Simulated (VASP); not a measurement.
Computed with PBE GGA, VASP's PBE PAW potentials (set 64) (plane waves; VASP 6.6.1).

VASP input:

**KPOINTS**
```
Automatic mesh
0
Gamma
10 10 5
0 0 0
```

### POSCAR
```
Zn
1
    1.3034000000    -2.2575550000     0.0000000000
    1.3034000000     2.2575550000     0.0000000000
    0.0000000000     0.0000000000     4.8510000000
Zn
2
Direct
  0.3333330000   0.6666670000   0.2500000000
  0.6666670000   0.3333330000   0.7500000000
```

### INCAR
```
ALGO=Normal
EDIFF=1E-6
ENCUT=300
GGA=PE
ISIF=2
ISMEAR=0
LASPH=.TRUE.
LCHARG=.FALSE.
LMAXMIX=4
LREAL=.FALSE.
LWAVE=.FALSE.
NELM=100
PREC=Accurate
SIGMA=0.2
SYSTEM=Zn
```

POTCAR, in this order: Zn (PBE.64 set). Program: vasp_std.

What VASP printed:

**OSZICAR**
```
       N       E                     dE             d eps       ncg     rms          rms(c)
DAV:   1     0.705129270079E+02    0.70513E+02   -0.93887E+03  1416   0.166E+03
DAV:   2    -0.831416334148E+00   -0.71344E+02   -0.70054E+02  1384   0.243E+02
DAV:   3    -0.243732352063E+01   -0.16059E+01   -0.16045E+01  1720   0.450E+01
DAV:   4    -0.244021008494E+01   -0.28866E-02   -0.28865E-02  1608   0.187E+00
DAV:   5    -0.244021435480E+01   -0.42699E-05   -0.42693E-05  1640   0.602E-02    0.463E+00
DAV:   6    -0.222200476399E+01    0.21821E+00   -0.99567E-01  1392   0.217E+01    0.334E+00
DAV:   7    -0.221006459084E+01    0.11940E-01   -0.28064E-02  1696   0.299E+00    0.168E+00
DAV:   8    -0.220458588835E+01    0.54787E-02   -0.15657E-03  1832   0.727E-01    0.446E-02
DAV:   9    -0.220458343416E+01    0.24542E-05   -0.24997E-04  1848   0.225E-01    0.300E-02
DAV:  10    -0.220458505969E+01   -0.16255E-05   -0.23266E-05  1544   0.677E-02    0.264E-03
DAV:  11    -0.220458477591E+01    0.28379E-06   -0.11070E-07   928   0.399E-03
   1 F= -.22045848E+01 E0= -.22017432E+01  d E =-.568317E-02
```

### OUTCAR
```
------------------------ aborting loop because EDIFF is reached ----------------------------------------
  FORCE on cell =-STRESS in cart. coord.  units (eV):
  Direction    XX          YY          ZZ          XY          YZ          ZX
  --------------------------------------------------------------------------------------
  Total        1.0448144      1.0448143      0.8205595      0.0000000      0.0000000      0.0000000
  in kB       58.6370868     58.6370856     46.0514551      0.0000000      0.0000000      0.0000000
  external PRESSURE =      54.4418758 kB  Pullay stress =       0.0000000 kB
  volume of cell :       28.55
      direct lattice vectors                 reciprocal lattice vectors
     1.303400000 -2.257555000  0.000000000     0.383612091 -0.221478546  0.000000000
     1.303400000  2.257555000  0.000000000     0.383612091  0.221478546  0.000000000
     0.000000000  0.000000000  4.851000000     0.000000000  0.000000000  0.206143063
 POSITION                                       TOTAL-FORCE (eV/Angst)
 -----------------------------------------------------------------------------------
      1.30340      0.75252      1.21275         0.000000      0.000000      0.000000
      1.30340     -0.75252      3.63825        -0.000000     -0.000000      0.000000
 -----------------------------------------------------------------------------------
    total drift:                                0.000000      0.000065      0.000004
  FREE ENERGIE OF THE ION-ELECTRON SYSTEM (eV)
  ---------------------------------------------------
  free  energy   TOTEN  =        -2.2045847759 eV

  energy  without entropy=       -2.1989016019  energy(sigma->0) =       -2.20174319
```
(Selected blocks of OUTCAR.)

At this cut-off the stress carries a Pulay error, which pulls relaxed volumes low.

The structure is a typed Zn crystal (P6_3/mmc). The cell was not relaxed at this level, and its volume differs by -5.9 % from the start's.
